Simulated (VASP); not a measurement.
Given:

```yaml
crystal:
  lattice:
    - [0.00000, 3.18120, 3.18120]
    - [3.18120, 0.00000, 3.18120]
    - [3.18120, 3.18120, 0.00000]
  atoms:
    - { symbol: Ba, position: [0.00000, 0.00000, 0.00000] }
    - { symbol: S, position: [0.50000, 0.50000, 0.50000] }
```

These are PBEsol GGA, VASP's PBE PAW potentials (set 64) (plane waves; VASP) values and carry that method's errors. Numerical set-up: 400 eV cut-off, 7×7×7 Γ-centred mesh, Gaussian smearing of 0.050 eV, potentials Ba_sv S.

**Question.** Predict the energy per atom (σ→0).

**Answer.** 
```json
{
  "energy per atom (σ→0)": "-5.360 eV/atom"
}
```

Total energies compare only between runs with the same potentials, cut-off and functional.

The structure was generated: BaS was put into the rock salt type (Fm-3m), which need not be its known phase. It was relaxed first, which changed the volume by -22 %. The start is the result of an earlier pass.
